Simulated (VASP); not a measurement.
Level of theory: PBEsol GGA, VASP's PBE PAW potentials (set 64) (plane waves; VASP).

The input files of a VASP run:

INCAR:
```
! general
SYSTEM   =  CaO
PREC     =  Accurate
ENCUT    =  620   ! plane-wave cut-off (eV)
LREAL    =  .False.
LASPH    =  .True.   ! aspherical one-centre terms

! electronic loop
EDIFF    =  1E-6   ! SCF stop (eV)
NELM     =  100   ! most electronic steps
ALGO     =  Normal   ! blocked Davidson

! smearing
ISMEAR   =  0   ! Gaussian
SIGMA    =  0.05   ! width (eV)

! functional
GGA      =  PS

! ions
IBRION   =  2
NSW      =  40   ! most ionic steps
ISIF     =  3   ! ions, shape and volume
EDIFFG   =  -0.02
PSTRESS  =  100

! output
LWAVE    =  .False.
LCHARG   =  .False.
```

POSCAR:
```
CaO
1
    0.0000000000     2.3559444065     2.3559444065
    2.3559444065     0.0000000000     2.3559444065
    2.3559444065     2.3559444065     0.0000000000
Ca O
1 1
Direct
  0.0000000000   0.0000000000   0.0000000000
  0.5000000000   0.5000000000   0.5000000000
```

File KPOINTS:
```
Automatic mesh
0
Gamma
10 10 10
0 0 0
```

POTCAR, in this order: Ca_sv O (PBE.64 set). Program: vasp_std.

The resulting files:

File OUTCAR:
```
 ion  position               nearest neighbor table
   1  0.000  0.000  0.000-   2 2.36   2 2.36   2 2.36   2 2.36   2 2.36   2 2.36
   2  0.500  0.500  0.500-   1 2.36   1 2.36   1 2.36   1 2.36   1 2.36   1 2.36
  LATTYP: Found a face centered cubic cell.
 ALAT       =     4.7118888130
 Subroutine PRICEL returns:
 Original cell was already a primitive cell.
 Subroutine GETGRP returns: Found 48 space group operations
The static configuration has the point symmetry O_h .
The dynamic configuration has the point symmetry O_h .
 Subroutine INISYM returns: Found 48 space group operations
 Subroutine IBZKPT returns following result:
 Found     47 irreducible k-points:

 Following reciprocal coordinates:
            Coordinates               Weight
  0.000000  0.000000  0.000000      1.000000
  0.100000  0.000000  0.000000      8.000000
  0.200000  0.000000  0.000000      8.000000
  0.300000  0.000000  0.000000      8.000000
  0.400000  0.000000  0.000000      8.000000
  0.500000  0.000000  0.000000      4.000000
  0.100000  0.100000  0.000000      6.000000
  0.200000  0.100000  0.000000     24.000000
  0.300000  0.100000  0.000000     24.000000
...
```

OSZICAR:
```
       N       E                     dE             d eps       ncg     rms          rms(c)
DAV:   1     0.142765699697E+03    0.14277E+03   -0.96111E+03  1128   0.158E+03
DAV:   2    -0.734587856837E+01   -0.15011E+03   -0.14183E+03  1300   0.361E+02
DAV:   3    -0.146845228321E+02   -0.73386E+01   -0.72780E+01  1440   0.822E+01
DAV:   4    -0.149261575325E+02   -0.24163E+00   -0.24146E+00  1652   0.133E+01
DAV:   5    -0.149279068938E+02   -0.17494E-02   -0.17493E-02  1376   0.130E+00    0.808E+00
DAV:   6    -0.134594414926E+02    0.14685E+01   -0.73152E+00  1308   0.263E+01    0.348E+00
DAV:   7    -0.134104431269E+02    0.48998E-01   -0.60704E-01  1536   0.798E+00    0.169E+00
DAV:   8    -0.133981512426E+02    0.12292E-01   -0.70176E-02  1292   0.306E+00    0.382E-01
DAV:   9    -0.133961668344E+02    0.19844E-02   -0.19318E-02  1400   0.118E+00    0.130E-01
DAV:  10    -0.133963804505E+02   -0.21362E-03   -0.17285E-03  1264   0.470E-01    0.223E-02
DAV:  11    -0.133963913829E+02   -0.10932E-04   -0.14461E-04  1572   0.119E-01    0.159E-02
DAV:  12    -0.133963877397E+02    0.36433E-05   -0.14797E-05  1348   0.472E-02    0.349E-03
DAV:  13    -0.133963876965E+02    0.43232E-07   -0.17219E-06  1064   0.123E-02
   1 F= -.11764033E+02 E0= -.11764033E+02  d E =-.117640E+02
       N       E                     dE             d eps       ncg     rms          rms(c)
DAV:   1    -0.137010630017E+02   -0.30468E+00   -0.10200E+01  1224   0.393E+01    0.429E+00
DAV:   2    -0.133681440389E+02    0.33292E+00   -0.10924E+00  1204   0.107E+01    0.163E+00
DAV:   3    -0.133082111715E+02    0.59933E-01   -0.15298E-01  1880   0.545E+00    0.574E-01
DAV:   4    -0.133040367200E+02    0.41745E-02   -0.46522E-02  1756   0.204E+00    0.195E-01
DAV:   5    -0.133045668545E+02   -0.53013E-03   -0.54786E-04  1416   0.281E-01    0.174E-01
DAV:   6    -0.133075681740E+02   -0.30013E-02   -0.48934E-03  1804   0.387E-01    0.631E-02
DAV:   7    -0.133076138942E+02   -0.45720E-04   -0.57253E-05  1540   0.987E-02    0.201E-02
DAV:   8    -0.133076077655E+02    0.61286E-05   -0.54421E-06  1440   0.263E-02    0.403E-03
DAV:   9    -0.133076075177E+02    0.24784E-06   -0.28263E-06  1360   0.785E-03
   2 F= -.11769646E+02 E0= -.11769646E+02  d E =-.561253E-02
       N       E                     dE             d eps       ncg     rms          rms(c)
DAV:   1    -0.134271681918E+02   -0.11956E+00   -0.19049E+00  1216   0.174E+01    0.181E+00
DAV:   2    -0.133681774502E+02    0.58991E-01   -0.21532E-01  1256   0.465E+00    0.717E-01
DAV:   3    -0.133564914331E+02    0.11686E-01   -0.28149E-02  1892   0.229E+00    0.261E-01
DAV:   4    -0.133554868252E+02    0.10046E-02   -0.10151E-02  1756   0.940E-01    0.955E-02
DAV:   5    -0.133555147644E+02   -0.27939E-04   -0.10023E-04  1404   0.118E-01    0.937E-02
DAV:   6    -0.133559405386E+02   -0.42577E-03   -0.22926E-04  1808   0.935E-02    0.580E-02
DAV:   7    -0.133561035698E+02   -0.16303E-03   -0.35561E-04  1816   0.156E-01    0.134E-02
DAV:   8    -0.133561090630E+02   -0.54932E-05   -0.48323E-06  1548   0.244E-02    0.467E-03
DAV:   9    -0.133561097890E+02   -0.72607E-06   -0.27550E-06  1496   0.103E-02
   3 F= -.11778013E+02 E0= -.11778013E+02  d E =-.139796E-01
```

### OUTCAR
```
------------------------ aborting loop because EDIFF is reached ----------------------------------------
  FORCE on cell =-STRESS in cart. coord.  units (eV):
  Direction    XX          YY          ZZ          XY          YZ          ZX
  --------------------------------------------------------------------------------------
  Total        1.5786942      1.5786942      1.5786942      0.0000000      0.0000000     -0.0000000
  in kB      100.0378302    100.0378302    100.0378302      0.0000000      0.0000000     -0.0000000
  external PRESSURE =       0.0378302 kB  Pullay stress =     100.0000000 kB
  volume of cell :       25.28
      direct lattice vectors                 reciprocal lattice vectors
    -0.000000000  2.329546810  2.329546810    -0.214634021  0.214634021  0.214634021
     2.329546810  0.000000000  2.329546810     0.214634021 -0.214634021  0.214634021
     2.329546810  2.329546810  0.000000000     0.214634021  0.214634021 -0.214634021
  FREE ENERGIE OF THE ION-ELECTRON SYSTEM (eV)
  ---------------------------------------------------
  free  energy   TOTEN  =       -13.3561097890 eV

  energy  without entropy=      -13.3561097890  energy(sigma->0) =      -13.35610979
  enthalpy is  TOTEN    =       -11.7780126302 eV   P V=        1.5780971588

 reached required accuracy - stopping structural energy minimisation
```
(Selected blocks of OUTCAR.)

### CONTCAR
```
CaO
   1.00000000000000
    -0.0000000000000000    2.3295468097607728    2.3295468097607728
     2.3295468097607728    0.0000000000000000    2.3295468097607728
     2.3295468097607728    2.3295468097607728    0.0000000000000000
  Ca              O
     1     1
Direct
     0.0000000000000000    0.0000000000000000    0.0000000000000000
     0.5000000000000000    0.5000000000000000    0.5000000000000000
```

Energy and stress use the plane-wave basis of the starting cell.

The compound is CaO in the rock salt structure. This run relaxes it under an external pressure of 10 GPa. Symmetry was kept, so distortions that lower it aren't found.
